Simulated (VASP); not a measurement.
Crystal: BiS.

```xyz
2
Lattice="2.1093 1.2178 3.5005 -2.1093 1.2178 3.5005 0.0000 -2.4356 3.5005" Properties=species:S:1:pos:R:3 pbc="T T T"
Bi    0.0000    0.0000    0.0000
S     0.0000    0.0000    5.2507
```

The cell was built by a generator and needn't be a form met in nature.

```yaml
Program: VASP 6.6.1
Task: relaxation of cell and atoms
Functional: PBE
Potentials_or_basis: VASP PAW PBE potentials, release 54 (Bi, S)
Cutoff: 900 eV
k_mesh: 8 × 8 × 8
Occupations: fermi-dirac, width 0.05 eV
Spin: no spin polarisation
```

At the start: pressure -1.5 GPa; volume 26.97 Å³/atom.

Problem. Where does the relaxation end?

Solution. Over 14 steps the energy falls by 58.3 meV/atom and the volume is 25.18 Å³/atom (-6.7 %); space group R-3m (No. 166, to 0.05 Å).

The path:
```tsv
step	energy change (eV)	largest force (eV/Å)	pressure (GPa)	volume (Å³)
1	0.0000	0.0000	-1.51	53.95
2	-0.0060	0.0000	0.72	51.99
3	-0.0070	0.0000	0.06	52.53
4	-0.0081	0.0000	0.07	52.50
5	-0.0127	0.0000	0.10	52.42
6	-0.0273	0.0000	0.05	52.21
7	-0.0753	0.0000	-0.16	51.68
8	-0.1067	0.0000	-0.50	50.18
9	-0.1150	0.0000	-0.43	50.88
10	-0.1161	0.0000	-0.44	50.74
11	-0.1145	0.0000	0.66	49.67
12	-0.1166	0.0000	-0.08	50.38
13	-0.1166	0.0000	0.05	50.34
14	-0.1167	0.0000	-0.01	50.36
```

Final structure:
```
Bi S
1.0
     1.91371    1.10488    3.96933
    -1.91371    1.10488    3.96933
     0.00000   -2.20977    3.96933
Bi S
1 1
Cartesian
  0.0000 0.0000 0.0000
  0.0000 0.0000 5.9540
```
